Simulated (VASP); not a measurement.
A convergence study with VASP on Al (fcc): one setting is varied, all else stays as given below, so the limit is that of these other settings.

```xyz
1
Lattice="0.0000 2.0250 2.0250 2.0250 0.0000 2.0250 2.0250 2.0250 0.0000" Properties=species:S:1:pos:R:3 pbc="T T T"
Al     0.0000     0.0000     0.0000
```

Computed with PBE GGA, VASP's PBE PAW potentials (set 64) (plane waves; VASP). The tightest run used: 550 eV cut-off, 25×25×25 Γ-centred mesh, first-order Methfessel-Paxton smearing of 0.10 eV, potentials Al.

Task: The settings run are 1×1×1 mesh; 2×2×2 mesh; 3×3×3 mesh; 4×4×4 mesh; 5×5×5 mesh; 6×6×6 mesh; 7×7×7 mesh; 9×9×9 mesh; 10×10×10 mesh; 11×11×11 mesh; 12×12×12 mesh; 13×13×13 mesh; 14×14×14 mesh; 15×15×15 mesh; 16×16×16 mesh; 18×18×18 mesh; 19×19×19 mesh; 20×20×20 mesh; 21×21×21 mesh; 22×22×22 mesh; 24×24×24 mesh; 25×25×25 mesh. From which on does the energy per atom stay within 0.01 eV/atom of the tightest run?

Result: From 11×11×11 mesh on: it is off by 0.0069 there and by no more than 0.01 in any finer run, while 10×10×10 mesh is off by 0.0215.
| setting | E (eV/atom) | pressure (GPa) | irreducible k-points | difference judged (eV/atom) |
|---|---|---|---|---|
| 1×1×1 mesh | -0.1673 | 0.04 | 1 | 3.5787 |
| 2×2×2 mesh | -4.4159 | -6.03 | 3 | 0.6699 |
| 3×3×3 mesh | -3.1627 | -1.28 | 4 | 0.5834 |
| 4×4×4 mesh | -3.4492 | 0.06 | 8 | 0.2968 |
| 5×5×5 mesh | -3.6842 | 1.33 | 10 | 0.0618 |
| 6×6×6 mesh | -3.8105 | 0.01 | 16 | 0.0645 |
| 7×7×7 mesh | -3.7903 | -1.21 | 20 | 0.0442 |
| 9×9×9 mesh | -3.7152 | -0.20 | 35 | 0.0309 |
| 10×10×10 mesh | -3.7245 | -0.72 | 47 | 0.0215 |
| 11×11×11 mesh | -3.7530 | -0.50 | 56 | 0.0069 |
| 12×12×12 mesh | -3.7538 | -0.37 | 72 | 0.0078 |
| 13×13×13 mesh | -3.7419 | -0.60 | 84 | 0.0041 |
| 14×14×14 mesh | -3.7379 | -0.82 | 104 | 0.0082 |
| 15×15×15 mesh | -3.7453 | -0.70 | 120 | 0.0007 |
| 16×16×16 mesh | -3.7514 | -0.62 | 145 | 0.0054 |
| 18×18×18 mesh | -3.7427 | -0.48 | 195 | 0.0033 |
| 19×19×19 mesh | -3.7409 | -0.56 | 220 | 0.0051 |
| 20×20×20 mesh | -3.7449 | -0.58 | 256 | 0.0012 |
| 21×21×21 mesh | -3.7478 | -0.47 | 286 | 0.0018 |
| 22×22×22 mesh | -3.7476 | -0.53 | 328 | 0.0015 |
| 24×24×24 mesh | -3.7439 | -0.62 | 413 | 0.0022 |
| 25×25×25 mesh | -3.7460 | -0.62 | 455 | 0.0000 |

Left out are rungs that failed or repeat a setting and relaxations that didn't move; long series are thinned to 24 rows.

The compound is Al in the fcc structure. The cell was not relaxed at this level.
